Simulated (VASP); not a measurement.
Crystal: Pt.

```
Pt
1.0
     0.00000    1.95831    1.95831
     1.95831    0.00000    1.95831
     1.95831    1.95831    0.00000
Pt
1
Cartesian
  0.0000 0.0000 0.0000
```

Base run:

- Program: VASP 6.6.1
- Functional: PBEsol
- Potentials or basis: VASP PAW PBE potentials, release 64 (Pt)
- Cutoff: 520 eV
- k mesh: 28 × 28 × 28
- Occupations: gaussian, width 0.1 eV
- Spin: no spin polarisation

Its results: band gap on the k mesh none (metal or under the smearing width); pressure -0.1 GPa.

The run is repeated on the same cell with these changes: k mesh from 28 × 28 × 28 to 18 × 18 × 18; occupations from gaussian, width 0.1 eV to gaussian, width 0.5 eV. What comes out?

Band gap on the k mesh none (metal or under the smearing width); pressure 1.2 GPa.

Caveats: the PAW data sets were made with another functional, which shifts forces and pressure a little.

Not every run made on this cell is shown here.
